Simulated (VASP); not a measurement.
Computed with r2SCAN meta-GGA, VASP's PBE PAW potentials (set 64) (plane waves; VASP).

Input for VASP

POSCAR:
```
Cs(110) slab
5.427870
  1.0000000778   0.0000000000   0.0000000000
 -0.3333332962   0.9428090811   0.0000000000
  0.0000000000   0.0000000000   5.2889176523
Cs
3
Cart
  0.3333333908   0.4714045406   1.8279610079
  0.0000000000   0.0000000000   2.6444588262
  0.3333333908   0.4714045406   3.4609566444
```

KPOINTS:
```
Regular mesh
0
G
  6 6 1
```

### INCAR
```
EDIFF  =  1E-6
SYSTEM  =  Cs(110) slab
NELM  =  100
LASPH  =  .TRUE.
LMAXMIX  =  4   ! l cut-off of mixed one-centre charges
LREAL  =  .FALSE.   ! projection in real space or not
ENCUT  =  400
NELMIN  =  4
LWAVE  =  .FALSE.
DIPOL  =  0.5 0.5 0.5
LORBIT  =  11
SIGMA  =  0.1   ! width (eV)
LDIPOL  =  .TRUE.
METAGGA  =  R2SCAN
PREC  =  Normal
LCHARG  =  .FALSE.
IDIPOL  =  3
LMIXTAU  =  .TRUE.
LVHAR  =  .TRUE.
ALGO  =  Normal
ISMEAR  =  1   ! Methfessel-Paxton
```

POTCAR, in this order: Cs_sv (PBE.64 set). Program: vasp_std. Read from the step before: WAVECAR.

Output of the run:

### OSZICAR
```
       N       E                     dE             d eps       ncg     rms          rms(c)
DAV:   1    -0.748059055850E+02   -0.74806E+02   -0.83255E-06   488   0.152E-02    0.482E-04
DAV:   2    -0.748059057989E+02   -0.21388E-06   -0.10842E-06   463   0.434E-03    0.264E-04
DAV:   3    -0.748059045210E+02    0.12779E-05   -0.22561E-07   491   0.344E-03    0.169E-04
DAV:   4    -0.748059057751E+02   -0.12541E-05   -0.43731E-07   388   0.667E-03    0.105E-04
DAV:   5    -0.748059049634E+02    0.81172E-06   -0.33606E-07   341   0.538E-03
   1 F= -.74805905E+02 E0= -.74805867E+02  d E =-.113755E-03
```

File OUTCAR:
```
------------------------ aborting loop because EDIFF is reached ----------------------------------------
  FORCE on cell =-STRESS in cart. coord.  units (eV):
  Direction    XX          YY          ZZ          XY          YZ          ZX
  --------------------------------------------------------------------------------------
  Total       -0.1380914     -0.2530083     -0.0761209     -0.1625171      0.0000000      0.0000000
  in kB       -0.2774587     -0.5083542     -0.1529451     -0.3265357      0.0000000      0.0000000
  external PRESSURE =      -0.3129194 kB  Pullay stress =       0.0000000 kB
  volume of cell :      797.40
      direct lattice vectors                 reciprocal lattice vectors
     5.427870422  0.000000000  0.000000000     0.184234317  0.065136657  0.000000000
    -1.809289798  5.117445127  0.000000000     0.000000000  0.195410009  0.000000000
     0.000000000  0.000000000 28.707557458     0.000000000  0.000000000  0.034834033
 POSITION                                       TOTAL-FORCE (eV/Angst)
 -----------------------------------------------------------------------------------
      1.80929      2.55872      9.92193         0.000000     -0.000000      0.003870
      0.00000      0.00000     14.35378        -0.000000      0.000000      0.000000
      1.80929      2.55872     18.78562        -0.000000      0.000000     -0.003870
 -----------------------------------------------------------------------------------
    total drift:                               -0.000000     -0.000000      0.000000
  FREE ENERGIE OF THE ION-ELECTRON SYSTEM (eV)
  ---------------------------------------------------
  free  energy   TOTEN  =       -74.8059049634 eV

  energy  without entropy=      -74.8057912086  energy(sigma->0) =      -74.80586705

 total charge

# of ion       s       p       d       tot
------------------------------------------
    1        1.878   4.701   0.006   6.585
    2        1.877   4.701   0.008   6.586
    3        1.878   4.701   0.006   6.585
--------------------------------------------------
tot          5.633  14.103   0.019  19.755
```
(Selected blocks of OUTCAR.)

The cell is a thin slab with vacuum, built from Cs (bcc): (110) face.
